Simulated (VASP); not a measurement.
Level of theory: LDA (Ceperley-Alder, Perdew-Zunger), VASP's LDA PAW potentials (set 64) (plane waves; VASP).

A VASP calculation is set up with these files.

### POSCAR
```
Zr
1
    1.4280557076    -2.4734647712     0.0000000000
    1.4280557076     2.4734647712     0.0000000000
    0.0000000000     0.0000000000     4.9714146410
Zr
2
Direct
  0.3333330000   0.6666670000   0.2500000000
  0.6666670000   0.3333330000   0.7500000000
```

INCAR:
```
ALGO = Normal   ! blocked Davidson
ISMEAR = 1
EDIFFG = -0.02   ! ionic stop
PREC = Accurate
LASPH = .TRUE.
SYSTEM = Zr
PSTRESS = 450   ! kbar
LMAXMIX = 4
SIGMA = 0.1
NSW = 40
IBRION = 2   ! conjugate gradients
NELM = 100
ENCUT = 500
LREAL = .FALSE.
LWAVE = .FALSE.
EDIFF = 1E-6   ! SCF stop (eV)
LCHARG = .FALSE.
ISIF = 3   ! ions, shape and volume
```

File KPOINTS:
```
Automatic mesh
0
Gamma
15 15 8
0 0 0
```

POTCAR, in this order: Zr_sv (LDA.64 set). Program: vasp_std.

Q: What will the output report for the number of irreducible k-points (NKPTS), largest plane-wave count, number of space-group operations, FFT grid (NGX, NGY, NGZ)?

A: 
```yaml
number of irreducible k-points (NKPTS): 135
largest_plane_wave_count: 910
number_of_space_group_operations: 24
FFT grid (NGX, NGY, NGZ): 24 × 24 × 36
```

The compound is Zr in the hcp structure. This run relaxes it under an external pressure of 45 GPa. Symmetry was kept, so distortions that lower it aren't found.
